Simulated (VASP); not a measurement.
LiCl (rock salt) is relaxed at rising pressure, each step from the one before. Symmetry mostly holds the structure type, and other phases were not tried. The mesh follows the cell, and a change of mesh leaves a small step in the series.

Input:

```cif
data_ClLi
_chemical_formula_sum 'Li1 Cl1'
_space_group_name_H-M_alt 'P 1'
_space_group_IT_number 1
_cell_length_a 3.50829
_cell_length_b 3.50829
_cell_length_c 3.50829
_cell_angle_alpha 60.000
_cell_angle_beta 60.000
_cell_angle_gamma 60.000
loop_
_space_group_symop_operation_xyz
  'x, y, z'
loop_
_atom_site_label
_atom_site_type_symbol
_atom_site_fract_x
_atom_site_fract_y
_atom_site_fract_z
_atom_site_occupancy
Li1 Li 0.00000 0.00000 0.00000 1
Cl1 Cl 0.50000 0.50000 0.50000 1
```

The numbers are results of LDA (Ceperley-Alder, Perdew-Zunger), VASP's LDA PAW potentials (set 64) (plane waves; VASP), not measurements. Numerical set-up: 620 eV cut-off, 9×9×9 Γ-centred mesh, Gaussian smearing of 0.050 eV, potentials Li_sv Cl.

```csv
P (GPa),V (Å³/atom),H − H(0) (eV/atom),space group,k-mesh
0,15.27,0.000,Fm-3m,9×9×9
5,?,?,Fm-3m,9×9×9
10,12.90,0.870,Fm-3m,10×10×10
20,11.64,1.634,Fm-3m,10×10×10
30,?,?,Fm-3m,10×10×10
45,9.92,3.304,Fm-3m,11×11×11
```

**Question.** Complete the blanks.

**Answer.** 
- 30, V (Å³/atom): 10.80
- 30, H − H(0) (eV/atom): 2.335
- 5, V (Å³/atom): 13.86
- 5, H − H(0) (eV/atom): 0.453

Pressures at which the relaxation failed are left out.

The compound is LiCl in the rock salt structure.
